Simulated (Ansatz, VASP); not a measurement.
## Hf (Hf(0001)): VASP beside Ansatz

Aim: how closely do two programs agree when they are given the same cell, functional and k mesh? The structure shown is the end of the VASP relaxation below.

Method: plane waves, with VASP 6.6.1 beside it; single point at PBEsol, in Ansatz 0.2.0.

## (1) Set-up

The cell holds 8 atoms: 8 Hf. Its edges and angles: a = 3.153 Å, b = 3.153 Å, c = 32.427 Å, α = 90.0°, β = 90.0°, γ = 60.0°. It derives from Hf. As first built, before any earlier steps moved the atoms (in the runner's words): 8 layers of hcp Hf, cut at this functional's lattice. Vacuum lies along c.

Coordinates:

```cif
data_structure
_symmetry_space_group_name_H-M 'P 1'
_symmetry_Int_Tables_number 1
_cell_length_a 3.1535
_cell_length_b 3.1535
_cell_length_c 32.4266
_cell_angle_alpha 90.000
_cell_angle_beta 90.000
_cell_angle_gamma 60.000
_cell_volume 279.26
loop_
_atom_site_label
_atom_site_type_symbol
_atom_site_fract_x
_atom_site_fract_y
_atom_site_fract_z
_atom_site_occupancy
Hf1 Hf 0.66667 0.66667 0.23387 1
Hf2 Hf 0.00000 0.00000 0.30548 1
Hf3 Hf 0.66667 0.66667 0.38501 1
Hf4 Hf 0.00000 0.00000 0.46112 1
Hf5 Hf 0.66667 0.66667 0.53888 1
Hf6 Hf 0.00000 0.00000 0.61499 1
Hf7 Hf 0.66667 0.66667 0.69452 1
Hf8 Hf 0.00000 0.00000 0.76613 1
```

## (2) VASP: relaxation, PBEsol

This run makes the geometry at which the two programs are then compared.

Lines of VASP's logs that name or quote its potential files are left out, and so is its time.

INCAR

```
SYSTEM = Hf
PREC = Normal
ENCUT = 320
EDIFF = 1E-05
NELM = 120
ISMEAR = 1
SIGMA = 0.15
LREAL = .FALSE.
ALGO = Fast
GGA = PS
NBANDS = 24
LASPH = .TRUE.
LORBIT = 11
LWAVE = .FALSE.
LCHARG = .FALSE.
KPAR = 4
IBRION = 2
NSW = 40
ISIF = 2
EDIFFG = -0.03
POTIM = 0.4
MAXMIX = 40
```

POSCAR

```
Hf
1.0
    3.1534839410      0.0000000000      0.0000000000
    1.5767419705      2.7309972033      0.0000000000
    0.0000000000      0.0000000000     32.4266230807
Hf
8
Direct
    0.6666666700      0.6666666700      0.2312914300
    0.0000000000      0.0000000000      0.3080653100
    0.6666666700      0.6666666700      0.3848391800
    0.0000000000      0.0000000000      0.4616130600
    0.6666666700      0.6666666700      0.5383869400
    0.0000000000      0.0000000000      0.6151608200
    0.6666666700      0.6666666700      0.6919346900
    0.0000000000      0.0000000000      0.7687085700
```

KPOINTS

```
Automatic mesh
0
Gamma
12 12 1
0 0 0
```

The projector-augmented-wave data sets are Hf (PBE family, release 64).

Launch:

```sh
mpirun -np 4 vasp_std
```

Numbers of over 12 decimals in the logs are rounded to 6 here.

The log of the run:

```text
[banner, memory and clock lines left out]
running    4 mpi-ranks, on    1 nodes
 distrk:  each k-point on    1 cores,    4 groups
 distr:  one band on    1 cores,    1 groups

 POSCAR found type information on POSCAR Hf
 POSCAR found :  1 types and       8 ions
|                                                                             |
|               ----> ADVICE to this user running VASP <----                  |
|                                                                             |
|     You enforced a specific xc type in the INCAR file but a different       |
|     [... a line on the potential file left out ...]
|     I HOPE YOU KNOW WHAT YOU ARE DOING!                                     |
|                                                                             |

 LDA part: xc-table for (Slater+PW92), standard interpolation
 POSCAR, INCAR and KPOINTS ok, starting setup
 FFT: planning ... GRIDC
 FFT: planning ... GRID_SOFT
 FFT: planning ... GRID
 WAVECAR not read
 entering main loop
       N       E                     dE             d eps       ncg     rms          rms(c)
DAV:   1     0.364803801079E+02    0.36480E+02   -0.81636E+03   912   0.688E+02
DAV:   2    -0.751887027907E+02   -0.11167E+03   -0.10035E+03  1280   0.134E+02
DAV:   3    -0.868172277995E+02   -0.11629E+02   -0.11077E+02  1304   0.410E+01
DAV:   4    -0.876658589347E+02   -0.84863E+00   -0.81384E+00  1632   0.942E+00
DAV:   5    -0.877042182718E+02   -0.38359E-01   -0.37915E-01  1544   0.194E+00    0.278E+01
RMM:   6    -0.119365341323E+03   -0.31661E+02   -0.88738E+01  1381   0.252E+01    0.184E+01
RMM:   7    -0.110419598271E+03    0.89457E+01   -0.62142E+01  1066   0.194E+01    0.187E+01
RMM:   8    -0.873978031055E+02    0.23022E+02   -0.11778E+01  1034   0.985E+00    0.858E+00
RMM:   9    -0.852613353147E+02    0.21365E+01   -0.53231E+00  1302   0.514E+00    0.693E+00
RMM:  10    -0.844153906246E+02    0.84594E+00   -0.81702E+00  1187   0.570E+00    0.684E+00
RMM:  11    -0.842743680857E+02    0.14102E+00   -0.74380E+00  1226   0.586E+00    0.478E+00
RMM:  12    -0.830711151488E+02    0.12033E+01   -0.92323E-01  1138   0.252E+00    0.370E+00
RMM:  13    -0.827703531801E+02    0.30076E+00   -0.29587E-01  1272   0.114E+00    0.321E+00
RMM:  14    -0.823803396237E+02    0.39001E+00   -0.29376E-01  1184   0.909E-01    0.218E+00
[...]
RMM:  25    -0.821134815081E+02   -0.37720E-03   -0.31017E-03   682   0.147E-02    0.254E-02
RMM:  26    -0.821136761996E+02   -0.19469E-03   -0.15113E-03   619   0.103E-02    0.285E-02
RMM:  27    -0.821137580323E+02   -0.81833E-04   -0.92516E-04   677   0.149E-02    0.244E-02
RMM:  28    -0.821139043401E+02   -0.14631E-03   -0.52150E-04   952   0.236E-02    0.409E-02
RMM:  29    -0.821139161502E+02   -0.11810E-04   -0.35107E-04   616   0.138E-02    0.382E-02
RMM:  30    -0.821138325510E+02    0.83599E-04   -0.21893E-04   995   0.245E-02    0.178E-02
RMM:  31    -0.821138296038E+02    0.29472E-05   -0.11979E-04   809   0.158E-02    0.115E-02
RMM:  32    -0.821138377494E+02   -0.81456E-05   -0.39240E-05   636   0.139E-02
   1 F= -.82113838E+02 E0= -.82112355E+02  d E =-.821138E+02
[...]
2 F= -.82194733E+02 E0= -.82193402E+02  d E =-.808955E-01
[...]
3 F= -.82256399E+02 E0= -.82254569E+02  d E =-.142561E+00
[...]
4 F= -.82256408E+02 E0= -.82254604E+02  d E =-.142570E+00
[...]
5 F= -.82257930E+02 E0= -.82256271E+02  d E =-.152268E-02
 trial-energy change:   -0.001523  1 .order   -0.001527   -0.001804   -0.001251
 step:   4.3662(harm=  4.3662)  dis= 0.01715  next Energy=   -82.259347 (dE=-0.294E-02)
 bond charge predicted
       N       E                     dE             d eps       ncg     rms          rms(c)
DAV:   1    -0.822603291622E+02   -0.24000E-02   -0.51889E-01   912   0.326E+00    0.311E-01
RMM:   2    -0.822592155411E+02    0.11136E-02   -0.58221E-03   928   0.332E-01    0.302E-02
RMM:   3    -0.822594667616E+02   -0.25122E-03   -0.18502E-03  1140   0.138E-01    0.319E-02
RMM:   4    -0.822594761596E+02   -0.93980E-05   -0.38737E-04  1199   0.592E-02    0.205E-02
RMM:   5    -0.822594752862E+02    0.87339E-06   -0.11353E-04   948   0.258E-02    0.153E-02
RMM:   6    -0.822594752436E+02    0.42588E-07   -0.19035E-05   627   0.155E-02
   6 F= -.82259475E+02 E0= -.82258150E+02  d E =-.306754E-02
 curvature:  -2.18 expect dE=-0.141E-03 dE for cont linesearch -0.390E-05
 trial: gam= 0.01128 g(F)=  0.644E-04 g(S)=  0.000E+00 ort = 0.490E-04 (trialstep = 0.195E+01)
 search vector abs. value=  0.657E-04
 reached required accuracy - stopping structural energy minimisation
```

Parts of OUTCAR (step 2):

```text
ion  position               nearest neighbor table
   1  0.667  0.667  0.231-   2 3.08   2 3.08   2 3.08
   2  0.000  0.000  0.308-   3 3.08   3 3.08   3 3.08   1 3.08   1 3.08   1 3.08
   3  0.667  0.667  0.385-   2 3.08   2 3.08   2 3.08   4 3.08   4 3.08   4 3.08
   4  0.000  0.000  0.462-   3 3.08   5 3.08   3 3.08   5 3.08   3 3.08   5 3.08
   5  0.667  0.667  0.538-   6 3.08   4 3.08   6 3.08   4 3.08   6 3.08   4 3.08
   6  0.000  0.000  0.615-   7 3.08   7 3.08   7 3.08   5 3.08   5 3.08   5 3.08
   7  0.667  0.667  0.692-   6 3.08   6 3.08   6 3.08   8 3.08   8 3.08   8 3.08
   8  0.000  0.000  0.769-   7 3.08   7 3.08   7 3.08

  LATTYP: Found a hexagonal cell.
 ALAT       =     3.1534839410
 C/A-ratio  =    10.2827931544

 Subroutine GETGRP returns: Found 12 space group operations
 (whereof  6 operations were pure point group operations)

The static configuration has the point symmetry C_3v.
 The point group associated with its full space group is D_3d.

 Found     19 irreducible k-points:

   k-points           NKPTS =     19   k-points in BZ     NKDIM =     19   number of bands    NBANDS=     24

   dimension x,y,z NGX =    14 NGY =   14 NGZ =  144
   dimension x,y,z NGXF=    28 NGYF=   28 NGZF=  288

   ENCUT  =  320.0 eV  23.52 Ry    4.85 a.u.   4.60  4.60 47.30*2*pi/ulx,y,z

   NELECT =      32.0000    total number of electrons

 k-points in reciprocal lattice and weights: Automatic mesh
   0.00000000  0.00000000  0.00000000       0.007
   0.08333333  0.00000000  0.00000000       0.042
   0.16666667  0.00000000  0.00000000       0.042
   0.25000000  0.00000000  0.00000000       0.042
   0.33333333  0.00000000  0.00000000       0.042
   0.41666667  0.00000000  0.00000000       0.042
   0.50000000  0.00000000  0.00000000       0.021
   0.16666667  0.08333333  0.00000000       0.042
   0.25000000  0.08333333  0.00000000       0.083
[...]
-0.41666667  0.25000000  0.00000000       0.083
  -0.33333333  0.33333333  0.00000000       0.014

 average (electrostatic) potential at core
       1 -39.1759       2 -38.7387       3 -38.9375       4 -38.9498       5 -38.9498
       6 -38.9375       7 -38.7387       8 -39.1759

 E-fermi :   1.6693

 k-point     1 :       0.0000    0.0000    0.0000
  band No.  band energies     occupation
    ...
      6      -2.7436      2.00000
      7      -2.3484      2.00000
      8      -2.1923      2.00000
      9       1.4007      2.02958
     10       1.4151      2.03752
     11       1.8153     -0.04421
     12       2.0073     -0.00649
     13       2.2914     -0.00000
     14       2.2976     -0.00000
     15       2.6456     -0.00000
    ...

 k-point     2 :       0.0833    0.0000    0.0000
  band No.  band energies     occupation
    ...
      7      -2.1310      2.00000
      8      -1.9752      2.00000
      9       1.2557      2.00068
     10       1.3195      2.00475
     11       1.5834      1.81489
     12       1.8474     -0.07046
     13       2.0436     -0.00237
     14       2.0600     -0.00143
     15       2.3491     -0.00000
     16       2.4396     -0.00000
    ...

 k-point     3 :       0.1667    0.0000    0.0000
  band No.  band energies     occupation
    ...
     11       1.0240      2.00000
     12       1.3955      2.02696
     13       1.4520      2.05975
     14       1.6627      1.07438
     15       1.7131      0.52883
     16       1.9023     -0.05049
     17       2.0035     -0.00716
     18       2.3295     -0.00000
     19       2.5110     -0.00000
     20       2.6404     -0.00000
    ...

  Total       -1.7181267     -1.7181267     -0.5365748     -0.0000000     -0.0000000     -0.0000000
  in kB       -9.8571681     -9.8571681     -3.0784154     -0.0000000     -0.0000000     -0.0000000
  external PRESSURE =      -7.5975839 kB  Pullay stress =       0.0000000 kB

  energy-cutoff  :      320.00
  volume of cell :      279.26
      direct lattice vectors                 reciprocal lattice vectors
     3.153483941  0.000000000  0.000000000     0.317109590 -0.183083307  0.000000000
     1.576741971  2.730997203  0.000000000     0.000000000  0.366166614  0.000000000
     0.000000000  0.000000000 32.426623081     0.000000000  0.000000000  0.030838857

 POSITION                                       TOTAL-FORCE (eV/Angst)
 -----------------------------------------------------------------------------------
      3.15348      1.82066      7.58376         0.000000      0.000000      0.017310
      0.00000      0.00000      9.90582        -0.000000      0.000000      0.018237
      3.15348      1.82066     12.48468        -0.000000     -0.000000     -0.007221
      0.00000      0.00000     14.95250        -0.000000      0.000000      0.012255
      3.15348      1.82066     17.47412         0.000000     -0.000000     -0.012255
      0.00000      0.00000     19.94194         0.000000      0.000000      0.007221
      3.15348      1.82066     22.52080         0.000000     -0.000000     -0.018237
      0.00000      0.00000     24.84286         0.000000      0.000000     -0.017310
 -----------------------------------------------------------------------------------
    total drift:                                0.000000      0.000000     -0.000033

  FREE ENERGIE OF THE ION-ELECTRON SYSTEM (eV)
  ---------------------------------------------------
  free  energy   TOTEN  =       -82.2594752436 eV

  energy  without entropy=      -82.2555001657  energy(sigma->0) =      -82.25815022

 reached required accuracy - stopping structural energy minimisation

 total charge
# of ion       s       p       d       tot
------------------------------------------
    1        0.644   0.376   2.036   3.056
    2        0.620   0.510   2.117   3.247
    3        0.610   0.491   2.056   3.157
    4        0.611   0.497   2.071   3.179
    5        0.611   0.497   2.071   3.179
    6        0.610   0.491   2.056   3.157
    7        0.620   0.510   2.117   3.247
    8        0.644   0.376   2.036   3.056
--------------------------------------------------
tot          4.970   3.748  16.560  25.278

[... 3 further parts left out ...]
```

CONTCAR:

```
Hf
   1.00000000000000
     3.1534839410000002    0.0000000000000000    0.0000000000000000
     1.5767419705000001    2.7309972032999998    0.0000000000000000
     0.0000000000000000    0.0000000000000000   32.4266230806999971
  Hf
     8
Direct
     0.6666666699999979    0.6666666699999979    0.2338744376788280
     0.0000000000000000    0.0000000000000000    0.3054842326637204
     0.6666666699999979    0.6666666699999979    0.3850132350577063
     0.0000000000000000    0.0000000000000000    0.4611180254621434
     0.6666666699999979    0.6666666699999979    0.5388819745378565
     0.0000000000000000    0.0000000000000000    0.6149867649422935
     0.6666666699999979    0.6666666699999979    0.6945157673362796
     0.0000000000000000    0.0000000000000000    0.7661255623211720
```

The data set Hf keeps the semicore shell frozen, which is cheaper and a little less accurate. The run keeps the 12 symmetry operations of its start, so it cannot find a distortion of lower symmetry.

(Continued in part 2 of 2.)

[Lines on the potential files, build, host, timing and source positions are cut from VASP's logs without a mark.]

[Logs are printed without paths, hosts, clocks, repeated set-up lines and the standing remarks that a program may print on its own settings, such as how far it seeks lower states.]

[Hosts, paths, dates, database ids (printed as entryN), source tags and the programs' standing remarks are cut or masked in the printed files.]
